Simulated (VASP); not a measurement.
```
CrO3
1.0
    3.13511     0.00000     0.00000
    0.00000     3.09791     2.70627
    0.00000    -3.09791     2.70627
Cr O
1 3
Direct
  0.00000   0.86083   0.86083
  0.50000   0.00436   0.00436
  0.00000   0.48136   0.88773
  0.00000   0.88773   0.48136
```

The numbers are results of LDA (Ceperley-Alder, Perdew-Zunger), VASP's LDA PAW potentials (set 64) (plane waves; VASP), not measurements. Numerical set-up: 520 eV cut-off, 8×6×6 Γ-centred mesh, tetrahedra with Blöchl corrections, potentials Cr_pv O.

The cores are frozen, which limits the accuracy of field gradients.

Question: Give the principal components of the electric field gradient (V/Å²) and the asymmetry η at each nucleus.

Answer: 
| atom | Vxx | Vyy | Vzz | η |
|---|---|---|---|---|
| Cr1 | -32.5 | -30.9 | 63.4 | 0.03 |
| O2 | 53.1 | 10.7 | -63.7 | 0.67 |
| O3 | 31.8 | 12.6 | -44.3 | 0.43 |
| O4 | 31.8 | 12.6 | -44.3 | 0.43 |

The structure comes from a computed database's CrO3 entry (Amm2); how it stands against other phases isn't given here. It was relaxed first, which changed the volume by -18 %. The run is not spin-polarised, so no magnetic state was tried.
